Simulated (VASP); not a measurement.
The system is V.

```
V
1.0
    -1.51435    1.51435    1.51435
     1.51435   -1.51435    1.51435
     1.51435    1.51435   -1.51435
V
1
Direct
  0.00000 0.00000 0.00000
```

| Property | Result |
| --- | --- |
| Program | VASP 6.6.1 |
| Task | relaxation of cell and atoms |
| Functional | PBE |
| Potentials or basis | VASP PAW PBE potentials, release 64 (V_sv) |
| Cutoff | 600 eV |
| k mesh | 20 × 20 × 20 |
| Occupations | methfessel-paxton, width 0.1 eV |
| Spin | no spin polarisation |

At the start: pressure -5.3 GPa; volume 13.89 Å³/atom.

Q: Where does the relaxation end?

A: Over 3 steps the energy falls by 7.3 meV/atom and the volume is 13.47 Å³/atom (-3.0 %); space group Im-3m (No. 229, to 0.05 Å).

The path:
| step | energy change (eV) | largest force (eV/Å) | pressure (GPa) | volume (Å³) |
| --- | --- | --- | --- | --- |
| 1 | 0.0000 | 0.0000 | -5.35 | 13.89 |
| 2 | 0.0034 | 0.0000 | 7.26 | 12.98 |
| 3 | -0.0073 | 0.0000 | -0.04 | 13.47 |

Final structure:
```xyz
1
Lattice="-1.4989 1.4989 1.4989 1.4989 -1.4989 1.4989 1.4989 1.4989 -1.4989" Properties=species:S:1:pos:R:3 pbc="T T T"
V     0.0000    0.0000    0.0000
```
